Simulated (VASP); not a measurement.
Consider the following.

```xyz
4
Lattice="3.0349 0.0000 0.0000 -1.5174 2.6283 0.0000 0.0000 0.0000 4.9789" Properties=species:S:1:pos:R:3 pbc="T T T"
Si     0.0000     1.7522     4.9769
Si     1.5174     0.8761     2.4874
C      0.0000     1.7522     1.8692
C      1.5174     0.8761     4.3586
```

Method: PBEsol GGA, VASP's PBE PAW potentials (set 64) (plane waves; VASP). Run with 620 eV cut-off, 8×8×5 Γ-centred mesh, Gaussian smearing of 0.050 eV, potentials Si C.

Q: Estimate the energy per atom (σ→0), pressure.

A: 
```yaml
energy per atom (σ→0): -7.943 eV/atom
pressure: 9.99 GPa
```

Total energies compare only between runs with the same potentials, cut-off and functional.

The structure was generated: SiC was put into the wurtzite type (P6_3mc), which need not be its known phase. It was relaxed first under an external pressure of 10 GPa.
